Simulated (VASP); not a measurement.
Level of theory: r2SCAN meta-GGA, VASP's PBE PAW potentials (set 64) (plane waves; VASP).

The input files of a VASP run:

INCAR:
```
LREAL = .FALSE.   ! projection in real space or not
METAGGA = R2SCAN
LMIXTAU = .TRUE.
LCHARG = .FALSE.
ISMEAR = 0   ! Gaussian
SIGMA = 0.05   ! width (eV)
LASPH = .TRUE.   ! aspherical one-centre terms
PREC = Accurate
LWAVE = .FALSE.
EDIFF = 1E-8   ! SCF stop (eV)
SYSTEM = P
ISIF = 2   ! forces and stress, cell fixed
ALGO = Normal   ! blocked Davidson
IBRION = 1   ! quasi-Newton
NSW = 30   ! most ionic steps
ENCUT = 400
EDIFFG = -0.001
NELM = 100
```

POSCAR:
```
P
1
    1.6498893611    -5.4798805593    -0.0000000000
    1.6498893611     5.4798805593     0.0000000000
    0.0000000000     0.0000000000     4.5461749817
P
4
Direct
  0.0954681748   0.9045318252   0.9109604393
  0.4045318252   0.5954681748   0.4109604393
  0.5954681748   0.4045318252   0.5890395607
  0.9045318252   0.0954681748   0.0890395607
```

### KPOINTS
```
Automatic mesh
0
Gamma
6 6 5
0 0 0
```

POTCAR, in this order: P (PBE.64 set). Program: vasp_std.

The resulting files:

### OUTCAR
```
 ion  position               nearest neighbor table
   1  0.095  0.905  0.911-   3 2.21   3 2.21   4 2.24
   2  0.405  0.595  0.411-   4 2.21   4 2.21   3 2.24
   3  0.595  0.405  0.589-   1 2.21   1 2.21   2 2.24
   4  0.905  0.095  0.089-   2 2.21   2 2.21   1 2.24
  LATTYP: Found a base centered orthorhombic cell.
 ALAT       =     3.2997787222
 B/A-ratio  =     3.3213624431
 C/A-ratio  =     1.3777211639
 Subroutine PRICEL returns:
 Original cell was already a primitive cell.
 Subroutine GETGRP returns: Found  8 space group operations
The static configuration has the point symmetry C_2h.
 The point group associated with its full space group is D_2h.
The dynamic configuration has the point symmetry C_2h.
 Subroutine INISYM returns: Found  8 space group operations
 Subroutine IBZKPT returns following result:
 Found     39 irreducible k-points:

 Following reciprocal coordinates:
            Coordinates               Weight
  0.000000  0.000000  0.000000      1.000000
  0.166667  0.000000  0.000000      4.000000
  0.333333  0.000000  0.000000      4.000000
  0.500000  0.000000  0.000000      2.000000
...
```

File OSZICAR:
```
       N       E                     dE             d eps       ncg     rms          rms(c)
DAV:   1     0.399185428198E+02    0.39919E+02   -0.73841E+03  1092   0.100E+03
DAV:   2    -0.360030076128E+02   -0.75922E+02   -0.73916E+02  1418   0.166E+02
DAV:   3    -0.396899601148E+02   -0.36870E+01   -0.36707E+01  1500   0.398E+01
DAV:   4    -0.397370162983E+02   -0.47056E-01   -0.47031E-01  1324   0.526E+00
DAV:   5    -0.397381193279E+02   -0.11030E-02   -0.11027E-02  1524   0.721E-01    0.115E+01
DAV:   6    -0.364740206787E+02    0.32641E+01   -0.31170E-01  1206   0.479E+00    0.763E+00
DAV:   7    -0.348225280623E+02    0.16515E+01   -0.57714E-01  1194   0.573E+00    0.121E+00
DAV:   8    -0.357398624785E+02   -0.91733E+00   -0.29606E-01  1134   0.443E+00    0.294E-01
DAV:   9    -0.358984040990E+02   -0.15854E+00   -0.97984E-02  1320   0.306E+00    0.150E-01
DAV:  10    -0.358530158944E+02    0.45388E-01   -0.27548E-02  1188   0.158E+00    0.163E-01
DAV:  11    -0.358977596891E+02   -0.44744E-01   -0.11135E-02  1152   0.104E+00    0.118E-01
DAV:  12    -0.359072252110E+02   -0.94655E-02   -0.12460E-02  1176   0.107E+00    0.642E-02
DAV:  13    -0.359092319990E+02   -0.20068E-02   -0.79928E-04  1302   0.248E-01    0.412E-02
DAV:  14    -0.359093820809E+02   -0.15008E-03   -0.21860E-05  1488   0.449E-02    0.341E-02
DAV:  15    -0.359095757694E+02   -0.19369E-03   -0.32218E-05  1266   0.556E-02    0.164E-02
DAV:  16    -0.359100169832E+02   -0.44121E-03   -0.28054E-04  1188   0.155E-01    0.521E-03
DAV:  17    -0.359100228087E+02   -0.58255E-05   -0.12926E-05  1392   0.287E-02    0.534E-03
DAV:  18    -0.359100204274E+02    0.23813E-05   -0.93176E-07  1320   0.991E-03    0.352E-03
DAV:  19    -0.359100214048E+02   -0.97742E-06   -0.16491E-06  1236   0.115E-02    0.261E-03
DAV:  20    -0.359100213965E+02    0.83171E-08   -0.92645E-08  1278   0.302E-03
   1 F= -.35910021E+02 E0= -.35910021E+02  d E =-.359100E+02
       N       E                     dE             d eps       ncg     rms          rms(c)
DAV:   1    -0.359100234184E+02   -0.20136E-05   -0.18340E-04  1152   0.800E-02    0.857E-03
DAV:   2    -0.359100250752E+02   -0.16568E-05   -0.10678E-05  1446   0.228E-02    0.292E-03
DAV:   3    -0.359100253795E+02   -0.30430E-06   -0.25438E-07  1394   0.507E-03    0.214E-03
DAV:   4    -0.359100254764E+02   -0.96921E-07   -0.12211E-07  1380   0.248E-03    0.480E-04
DAV:   5    -0.359100254406E+02    0.35761E-07   -0.39649E-08  1236   0.171E-03    0.417E-04
DAV:   6    -0.359100254510E+02   -0.10357E-07   -0.85131E-09   714   0.825E-04    0.203E-04
DAV:   7    -0.359100254442E+02    0.67580E-08   -0.24235E-09   684   0.462E-04
   2 F= -.35910025E+02 E0= -.35910025E+02  d E =-.404773E-05
       N       E                     dE             d eps       ncg     rms          rms(c)
DAV:   1    -0.359100255692E+02   -0.11820E-06   -0.28475E-05  1122   0.316E-02    0.322E-03
DAV:   2    -0.359100259024E+02   -0.33321E-06   -0.17996E-06  1428   0.908E-03    0.150E-03
DAV:   3    -0.359100259707E+02   -0.68336E-07   -0.37196E-08  1296   0.186E-03    0.122E-03
DAV:   4    -0.359100260264E+02   -0.55640E-07   -0.19356E-08   918   0.107E-03    0.108E-04
DAV:   5    -0.359100260116E+02    0.14803E-07   -0.65876E-09   678   0.755E-04    0.140E-04
DAV:   6    -0.359100260102E+02    0.13979E-08   -0.15600E-09   642   0.323E-04
   3 F= -.35910026E+02 E0= -.35910026E+02  d E =-.565941E-06
```

**OUTCAR**
```
------------------------ aborting loop because EDIFF is reached ----------------------------------------
  FORCE on cell =-STRESS in cart. coord.  units (eV):
  Direction    XX          YY          ZZ          XY          YZ          ZX
  --------------------------------------------------------------------------------------
  Total       -0.0119063      0.0584387     -0.0247557      0.0000000      0.0000000      0.0000000
  in kB       -0.2320515      1.1389615     -0.4824843      0.0000000      0.0000000      0.0000000
  external PRESSURE =       0.1414752 kB  Pullay stress =       0.0000000 kB
  volume of cell :       82.21
      direct lattice vectors                 reciprocal lattice vectors
     1.649889361 -5.479880559  0.000000000     0.303050624 -0.091242865  0.000000000
     1.649889361  5.479880559  0.000000000     0.303050624  0.091242865  0.000000000
     0.000000000  0.000000000  4.546174982     0.000000000  0.000000000  0.219965136
 POSITION                                       TOTAL-FORCE (eV/Angst)
 -----------------------------------------------------------------------------------
      1.64989      4.43391      4.14128         0.000000      0.000204      0.000099
      1.64989      1.04597      1.86819         0.000000     -0.000204      0.000099
      1.64989     -1.04597      2.67799         0.000000      0.000204     -0.000099
      1.64989     -4.43391      0.40490         0.000000     -0.000204     -0.000099
 -----------------------------------------------------------------------------------
    total drift:                                0.000000      0.000000      0.000000
  FREE ENERGIE OF THE ION-ELECTRON SYSTEM (eV)
  ---------------------------------------------------
  free  energy   TOTEN  =       -35.9100260102 eV

  energy  without entropy=      -35.9100259427  energy(sigma->0) =      -35.91002598

 reached required accuracy - stopping structural energy minimisation
```
(Selected blocks of OUTCAR.)

CONTCAR:
```
P
   1.00000000000000
     1.6498893611000001   -5.4798805592999997    0.0000000000000000
     1.6498893611000001    5.4798805592999997    0.0000000000000000
     0.0000000000000000    0.0000000000000000    4.5461749817000001
  P
     4
Direct
     0.0954373269256991    0.9045626730743009    0.9109363832090249
     0.4045626730743009    0.5954373269256991    0.4109363832090249
     0.5954373269256991    0.4045626730743009    0.5890636167909751
     0.9045626730743009    0.0954373269256991    0.0890636167909751
```

The compound is P in the black structure. This run relaxes the ions in a fixed cell. Symmetry was kept, so distortions that lower it aren't found. The start is the result of an earlier pass.
